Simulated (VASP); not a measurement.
Here is the system:

```yaml
crystal:
  lattice:
    - [-1.71919, 1.71919, 3.82941]
    - [1.71919, -1.71919, 3.82941]
    - [1.71919, 1.71919, -3.82941]
  atoms:
    - { symbol: Be, position: [0.50000, 0.50000, 0.00000] }
    - { symbol: Be, position: [0.75000, 0.25000, 0.50000] }
    - { symbol: Be, position: [0.25000, 0.75000, 0.50000] }
    - { symbol: Li, position: [0.00000, 0.00000, 0.00000] }
```

The numbers are results of PBE GGA, VASP's PBE PAW potentials (set 64) (plane waves; VASP 6.6.1), not measurements. Settings: 400 eV cut-off, 9×9×9 Γ-centred mesh, Fermi-Dirac smearing of 0.050 eV, potentials Be Li_sv.

At this cut-off the stress carries a Pulay error, which pulls relaxed volumes low.

### Question
Give the stress tensor in GPa (positive for a compressed cell).

### Answer

```
-12.27    0.00    0.00
  0.00  -12.27    0.00
  0.00    0.00  -18.43
```
The pressure is its mean diagonal, -14.33 GPa.

The structure was generated: LiBe3 was put into an ordered model structure, which need not be its known phase. The cell was not relaxed at this level. The electron count is odd and the run is not spin-polarised, which forces a metal.
